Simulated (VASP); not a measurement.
The input files of a VASP run:

### POSCAR
```
Ge2Si6
1
    5.5310964821    -0.0005670603    -0.0005670603
   -0.0005670603     5.5310964821    -0.0005670603
   -0.0005670603    -0.0005670603     5.5310964821
Si Ge
6 2
Direct
  0.9969750538   0.0028828879   0.0028828879
  0.2530249462   0.2471171121   0.2471171121
  0.5028828879   0.4969750538   0.0028828879
  0.7471171121   0.7530249462   0.2471171121
  0.5028828879   0.0028828879   0.4969750538
  0.7471171121   0.2471171121   0.7530249462
  0.9967839803   0.4967839803   0.4967839803
  0.2532160197   0.7532160197   0.7532160197
```

File KPOINTS:
```
Automatic mesh
0
Gamma
4 4 4
0 0 0
```

INCAR:
```
SYSTEM=Ge2Si6
PREC=Accurate; ENCUT=400; LREAL=.FALSE.
LASPH=.TRUE.
EDIFF=1E-6; NELM=100; ALGO=Normal
LMAXMIX=4
ISMEAR=0; SIGMA=0.05
GGA=PE
LWAVE=.TRUE.; LCHARG=.FALSE.
```

POTCAR, in this order: Si Ge_d (PBE.64 set). Program: vasp_std.

**Question.** Write an equivalent input for Quantum ESPRESSO's pw.x.

**Answer.** One equivalent input (not run):
```
&CONTROL
  calculation = 'scf'
  pseudo_dir = './pseudo'
  outdir = './out'
  tprnfor = .true.
  tstress = .true.
/
&SYSTEM
  ibrav = 0
  nat = 8
  ntyp = 2
  ecutwfc = 78
  occupations = 'smearing'
  smearing = 'gaussian'
  degauss = 0.003675
  input_dft = 'pbe'
/
&ELECTRONS
  conv_thr = 7.3e-08
  electron_maxstep = 100
/
ATOMIC_SPECIES
  Si 28.085 Si.upf
  Ge 72.630 Ge.upf
CELL_PARAMETERS angstrom
     5.5310965   -0.0005671   -0.0005671
    -0.0005671    5.5310965   -0.0005671
    -0.0005671   -0.0005671    5.5310965
ATOMIC_POSITIONS crystal
  Si   0.9969751  0.0028829  0.0028829
  Si   0.2530249  0.2471171  0.2471171
  Si   0.5028829  0.4969751  0.0028829
  Si   0.7471171  0.7530249  0.2471171
  Si   0.5028829  0.0028829  0.4969751
  Si   0.7471171  0.2471171  0.7530249
  Ge   0.9967840  0.4967840  0.4967840
  Ge   0.2532160  0.7532160  0.7532160
K_POINTS automatic
  4 4 4 0 0 0
```
What does not carry over: the potentials are each code's own (VASP's PAW set, PseudoDojo norm-conserving files in pw.x), so ENCUT and ecutwfc are chosen apart and not converted; conv_thr bounds pw.x's estimated SCF error, while EDIFF bounds the energy change between steps.

The structure was generated: Ge2Si6 was put into an ordered model structure (R-3m), which need not be its known phase. It was relaxed first.
